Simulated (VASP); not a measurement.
A VASP calculation is set up with these files.

### INCAR
```
SYSTEM = KZnF3
PREC = Accurate
ENCUT = 400
EDIFF = 1E-6
NELM = 100
ALGO = Normal
LREAL = .FALSE.
LASPH = .TRUE.
ISMEAR = -1
SIGMA = 0.01
GGA = PE
LMAXMIX = 4
LWAVE = .FALSE.
LCHARG = .FALSE.
ISIF = 2
```

File KPOINTS:
```
Automatic mesh
0
G
 4 4 4
```

### POSCAR
```
KZnF3
1
    3.9937050000     0.0000000000     0.0000000000
    0.0000000000     3.9937050000     0.0000000000
    0.0000000000     0.0000000000     3.9937050000
K Zn F
1 1 3
Direct
  0.0000000000   0.0000000000   0.0000000000
  0.5000000000   0.5000000000   0.5000000000
  0.5000000000   0.0000000000   0.5000000000
  0.0000000000   0.5000000000   0.5000000000
  0.5000000000   0.5000000000   0.0000000000
```

POTCAR, in this order: K_sv Zn F (PBE.64 set). Program: vasp_std.

Problem. Write an equivalent input for Ansatz.

Solution. One equivalent input (not run):
Ansatz 0.2 input:
```yaml
crystal:
  lattice:
    - [3.9937050, 0.0000000, 0.0000000]
    - [0.0000000, 3.9937050, 0.0000000]
    - [0.0000000, 0.0000000, 3.9937050]
  atoms:
    - { symbol: K, position: [0.0000000, 0.0000000, 0.0000000] }
    - { symbol: Zn, position: [0.5000000, 0.5000000, 0.5000000] }
    - { symbol: F, position: [0.5000000, 0.0000000, 0.5000000] }
    - { symbol: F, position: [0.0000000, 0.5000000, 0.5000000] }
    - { symbol: F, position: [0.5000000, 0.5000000, 0.0000000] }
kpoints:
  mp_grid: { grid: [4, 4, 4] }
hamiltonian:
  xc: pbe
  pseudopotentials: { kind: paw }
scf:
  occupations: { method: fermi_dirac, width: 0.01 }
  max_iter: 100
output: { forces: true, stress: true, eigenvalues: true }
```
Limits of the translation: each code has its own PAW files, so the cut-off isn't converted (ENCUT is set for VASP's; basis.ecutwfc is left out, and Ansatz then takes the one that its files recommend); Ansatz stops its SCF on the density residual and VASP on the energy change (EDIFF).

The structure is a typed KZnF3 crystal (Pm-3m). The cell was not relaxed at this level.
